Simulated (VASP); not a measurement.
These are PBEsol GGA, VASP's PBE PAW potentials (set 64) (plane waves; VASP) values and carry that method's errors.

VASP ran on this input.

### KPOINTS
```
kpoints
0
Gamma
 13 13 13
```

### INCAR
```
ALGO  =  Normal
EDIFF  =  1E-6
EDIFFG  =  -0.02
ENCUT  =  620
GGA  =  PS
IBRION  =  2
ISIF  =  3
ISMEAR  =  1
LASPH  =  T
LCHARG  =  F
LMAXMIX  =  4
LREAL  =  F
LWAVE  =  F
NELM  =  100
NSW  =  40
PREC  =  Accurate
SIGMA  =  0.1
SYSTEM  =  ZrC
```

**POSCAR**
```
ZrC
1
    0.0000000000     2.3360033741     2.3360033741
    2.3360033741    -0.0000000000     2.3360033741
    2.3360033741     2.3360033741     0.0000000000
Zr C
1 1
Direct
  0.0000000000   0.0000000000   0.0000000000
  0.5000000000   0.5000000000   0.5000000000
```

POTCAR, in this order: Zr_sv C (PBE.64 set). Program: vasp_std.

The run wrote:

OSZICAR:
```
       N       E                     dE             d eps       ncg     rms          rms(c)
DAV:   1     0.125325563920E+03    0.12533E+03   -0.99767E+03  2016   0.155E+03
DAV:   2    -0.171546283323E+02   -0.14248E+03   -0.13388E+03  2340   0.356E+02
DAV:   3    -0.235430298461E+02   -0.63884E+01   -0.62815E+01  3020   0.686E+01
DAV:   4    -0.237791707275E+02   -0.23614E+00   -0.23592E+00  2596   0.124E+01
DAV:   5    -0.237839511024E+02   -0.47804E-02   -0.47800E-02  2960   0.157E+00    0.224E+01
DAV:   6    -0.207163323189E+02    0.30676E+01   -0.14665E+01  2280   0.273E+01    0.902E+00
DAV:   7    -0.205931558994E+02    0.12318E+00   -0.65981E-01  2388   0.664E+00    0.637E+00
DAV:   8    -0.205772942084E+02    0.15862E-01   -0.13586E-01  2172   0.335E+00    0.130E+00
DAV:   9    -0.205740806133E+02    0.32136E-02   -0.27917E-02  2444   0.112E+00    0.490E-01
DAV:  10    -0.205741497499E+02   -0.69137E-04   -0.19481E-03  2352   0.554E-01    0.314E-01
DAV:  11    -0.205739937869E+02    0.15596E-03   -0.62088E-04  2284   0.194E-01    0.219E-02
DAV:  12    -0.205739922578E+02    0.15290E-05   -0.86119E-06  2764   0.345E-02    0.112E-02
DAV:  13    -0.205739920482E+02    0.20958E-06   -0.34126E-07  1300   0.607E-03
   1 F= -.20573992E+02 E0= -.20573921E+02  d E =-.205740E+02
```

OUTCAR:
```
------------------------ aborting loop because EDIFF is reached ----------------------------------------
  FORCE on cell =-STRESS in cart. coord.  units (eV):
  Direction    XX          YY          ZZ          XY          YZ          ZX
  --------------------------------------------------------------------------------------
  Total       -0.0205791     -0.0205791     -0.0205791      0.0000000      0.0000000      0.0000000
  in kB       -1.2932650     -1.2932650     -1.2932650      0.0000000      0.0000000      0.0000000
  external PRESSURE =      -1.2932650 kB  Pullay stress =       0.0000000 kB
  volume of cell :       25.49
      direct lattice vectors                 reciprocal lattice vectors
     0.000000000  2.336003374  2.336003374    -0.214040787  0.214040787  0.214040787
     2.336003374  0.000000000  2.336003374     0.214040787 -0.214040787  0.214040787
     2.336003374  2.336003374  0.000000000     0.214040787  0.214040787 -0.214040787
 POSITION                                       TOTAL-FORCE (eV/Angst)
 -----------------------------------------------------------------------------------
      0.00000      0.00000      0.00000         0.000000      0.000000      0.000000
      2.33600      2.33600      2.33600        -0.000000     -0.000000     -0.000000
 -----------------------------------------------------------------------------------
    total drift:                                0.000000      0.000000      0.000000
  FREE ENERGIE OF THE ION-ELECTRON SYSTEM (eV)
  ---------------------------------------------------
  free  energy   TOTEN  =       -20.5739920482 eV

  energy  without entropy=      -20.5737800646  energy(sigma->0) =      -20.57392139

 reached required accuracy - stopping structural energy minimisation
```
(Selected blocks of OUTCAR.)

**OUTCAR**
```
 val. band max:        9.7434387068   @ k =   0.3846   0.3077   0.0000

 cond. band min:       9.7662005621   @ k =   0.4615   0.4615   0.0000


 Fermi energy:         9.7481990162

 k-point     1 :       0.0000    0.0000    0.0000
  band No.  band energies     occupation
      1     -38.2031      2.00000
      2     -15.9319      2.00000
      3     -15.9319      2.00000
      4     -15.9319      2.00000
      5      -1.6419      2.00000
      6      10.6597     -0.00000
      7      10.6597     -0.00000
      8      10.6597     -0.00000
      9      10.7650     -0.00000
     10      10.7650     -0.00000
     11      10.7650     -0.00000
     12      12.5603      0.00000

 k-point     2 :       0.0769    0.0000    0.0000
  band No.  band energies     occupation
      1     -38.1968      2.00000
      2     -15.9895      2.00000
      3     -15.9369      2.00000
      4     -15.9368      2.00000
      5      -1.5017      2.00000
      6       9.6682      1.97996
      7       9.9140     -0.04084
      8       9.9140     -0.04084
      9      11.0492     -0.00000
     10      11.0492     -0.00000
     11      11.4508     -0.00000
     12      13.3088      0.00000

 k-point     3 :       0.1538    0.0000    0.0000
  band No.  band energies     occupation
      1     -38.1791      2.00000
      2     -16.1459      2.00000
      3     -15.9505      2.00000
      4     -15.9505      2.00000
      5      -1.1027      2.00000
      6       8.4528      2.00000
      7       8.9391      2.00000
      8       8.9391      2.00000
      9      11.4683     -0.00000
     10      11.4683     -0.00000
     11      11.9355      0.00000
     12      14.7030      0.00000

 k-point     4 :       0.2308    0.0000    0.0000
  band No.  band energies     occupation
      1     -38.1541      2.00000
      2     -16.3589      2.00000
      3     -15.9696      2.00000
      4     -15.9696      2.00000
      5      -0.5039      2.00000
      6       7.2159      2.00000
...
```

The compound is ZrC in the rock salt structure. It was relaxed first.
